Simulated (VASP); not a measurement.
These are SCAN meta-GGA, VASP's PBE PAW potentials (set 64) (plane waves; VASP) values and carry that method's errors.

The input files of a VASP run:

File KPOINTS:
```
K-points
0
G
10 10 10
0 0 0
```

### POSCAR
```
ZnS
1
    0.0000000000     2.6830638297     2.6830638297
    2.6830638297     0.0000000000     2.6830638297
    2.6830638297     2.6830638297    -0.0000000000
Zn S
1 1
Direct
  0.0000000000   0.0000000000   0.0000000000
  0.2500000000   0.2500000000   0.2500000000
```

INCAR:
```
# general
SYSTEM   =  ZnS
PREC     =  Accurate
ENCUT    =  400
LREAL    =  .False.
LASPH    =  .True.

# electronic loop
EDIFF    =  1E-7
NELM     =  100
ALGO     =  Normal
LMAXMIX  =  4
LMIXTAU  =  .True.

# smearing
ISMEAR   =  -5

# functional
METAGGA  =  SCAN

# ions
ISIF     =  2

# output
LWAVE    =  .False.
LCHARG   =  .False.
LORBIT   =  11
NEDOS    =  601
```

KPOINTS_OPT:
```
k-points along high-symmetry lines
10
Line-mode
Reciprocal
  0.000000   0.000000   0.000000 ! GAMMA
 -0.500000  -0.500000   0.000000 ! X

 -0.500000  -0.500000   0.000000 ! X
 -0.375000  -0.375000   0.250000 ! U

 -0.375000   0.000000   0.375000 ! K
  0.000000   0.000000   0.000000 ! GAMMA

  0.000000   0.000000   0.000000 ! GAMMA
  0.000000   0.000000   0.500000 ! L

  0.000000   0.000000   0.500000 ! L
 -0.500000  -0.250000   0.250000 ! W

 -0.500000  -0.250000   0.250000 ! W
 -0.500000  -0.500000   0.000000 ! X
```

POTCAR, in this order: Zn S (PBE.64 set). Program: vasp_std.

Output

**OUTCAR**
```
 ion  position               nearest neighbor table
   1  0.000  0.000  0.000-   2 2.32   2 2.32   2 2.32   2 2.32
   2  0.250  0.250  0.250-   1 2.32   1 2.32   1 2.32   1 2.32
  LATTYP: Found a face centered cubic cell.
 ALAT       =     5.3661276594
 Subroutine PRICEL returns:
 Original cell was already a primitive cell.
 Subroutine GETGRP returns: Found 24 space group operations
The static configuration has the point symmetry T_d .
The dynamic configuration has the point symmetry T_d .
 Subroutine INISYM returns: Found 24 space group operations
 Subroutine IBZKPT returns following result:
 Found     47 irreducible k-points:

 Following reciprocal coordinates:
            Coordinates               Weight
  0.000000  0.000000  0.000000      1.000000
  0.100000  0.000000  0.000000      8.000000
  0.200000  0.000000  0.000000      8.000000
  0.300000  0.000000  0.000000      8.000000
  0.400000  0.000000  0.000000      8.000000
  0.500000  0.000000  0.000000      4.000000
  0.100000  0.100000  0.000000      6.000000
  0.200000  0.100000  0.000000     24.000000
  0.300000  0.100000  0.000000     24.000000
...
```

**OSZICAR**
```
       N       E                     dE             d eps       ncg     rms          rms(c)
DAV:   1     0.618281063343E+02    0.61828E+02   -0.80977E+03  1222   0.141E+03
DAV:   2    -0.225797277376E+02   -0.84408E+02   -0.81019E+02  1332   0.265E+02
DAV:   3    -0.279315955722E+02   -0.53519E+01   -0.53326E+01  1507   0.700E+01
DAV:   4    -0.279932426714E+02   -0.61647E-01   -0.61624E-01  1382   0.793E+00
DAV:   5    -0.279941149799E+02   -0.87231E-03   -0.87230E-03  1477   0.925E-01    0.772E+00
DAV:   6    -0.246472841111E+02    0.33468E+01   -0.18340E+00  1457   0.486E+01    0.656E+00
DAV:   7    -0.249220112329E+02   -0.27473E+00   -0.71344E-01  1272   0.182E+01    0.385E+00
DAV:   8    -0.249698012821E+02   -0.47790E-01   -0.12386E-01  1222   0.588E+00    0.165E+00
DAV:   9    -0.249268915354E+02    0.42910E-01   -0.11445E-01  1222   0.369E+00    0.365E-01
DAV:  10    -0.249914177475E+02   -0.64526E-01   -0.45062E-02  1232   0.231E+00    0.149E-01
DAV:  11    -0.249931891179E+02   -0.17714E-02   -0.13462E-03  1427   0.553E-01    0.668E-02
DAV:  12    -0.249930588788E+02    0.13024E-03   -0.18490E-04  1232   0.228E-01    0.135E-02
DAV:  13    -0.249931994439E+02   -0.14057E-03   -0.12845E-04  1242   0.156E-01    0.240E-02
DAV:  14    -0.249932029279E+02   -0.34840E-05   -0.27349E-06  1522   0.173E-02    0.200E-02
DAV:  15    -0.249931941502E+02    0.87778E-05   -0.15794E-06  1267   0.189E-02    0.176E-02
DAV:  16    -0.249931848058E+02    0.93444E-05   -0.16529E-05  1232   0.532E-02    0.725E-03
DAV:  17    -0.249931864201E+02   -0.16143E-05   -0.48685E-07  1362   0.877E-03    0.475E-03
DAV:  18    -0.249931835854E+02    0.28347E-05   -0.75210E-08   881   0.558E-03    0.402E-03
DAV:  19    -0.249931859464E+02   -0.23610E-05   -0.80986E-08   741   0.300E-03    0.195E-03
DAV:  20    -0.249931844753E+02    0.14711E-05   -0.22015E-08   661   0.194E-03    0.125E-03
DAV:  21    -0.249931843162E+02    0.15917E-06   -0.89901E-09   661   0.161E-03    0.713E-04
DAV:  22    -0.249931845002E+02   -0.18402E-06   -0.51190E-09   656   0.940E-04    0.820E-05
DAV:  23    -0.249931845205E+02   -0.20335E-07   -0.13225E-09   651   0.483E-04
   1 F= -.24993185E+02 E0= -.24993185E+02  d E =0.000000E+00
       N       E                     dE             ncg
       N       E                     dE             ncg
```

**OUTCAR**
```
------------------------ aborting loop because EDIFF is reached ----------------------------------------
  FORCE on cell =-STRESS in cart. coord.  units (eV):
  Direction    XX          YY          ZZ          XY          YZ          ZX
  --------------------------------------------------------------------------------------
  Total        0.0098924      0.0098924      0.0098924     -0.0000000     -0.0000000      0.0000000
  in kB        0.4102902      0.4102902      0.4102902     -0.0000000     -0.0000000      0.0000000
  external PRESSURE =       0.4102902 kB  Pullay stress =       0.0000000 kB
  volume of cell :       38.63
      direct lattice vectors                 reciprocal lattice vectors
     0.000000000  2.683063830  2.683063830    -0.186354120  0.186354120  0.186354120
     2.683063830  0.000000000  2.683063830     0.186354120 -0.186354120  0.186354120
     2.683063830  2.683063830  0.000000000     0.186354120  0.186354120 -0.186354120
  FREE ENERGIE OF THE ION-ELECTRON SYSTEM (eV)
  ---------------------------------------------------
  free  energy   TOTEN  =       -24.9931845205 eV

  energy  without entropy=      -24.9931845205  energy(sigma->0) =      -24.99318452

 total charge

# of ion       s       p       d       tot
------------------------------------------
    1        0.512   0.496   9.819  10.827
    2        1.306   2.470   0.000   3.776
--------------------------------------------------
tot          1.818   2.966   9.819  14.603
```
(Selected blocks of OUTCAR.)

The structure comes from a measured ZnS entry (F-43m) of the Crystallography Open Database, whose conditions weren't checked. It was relaxed first.
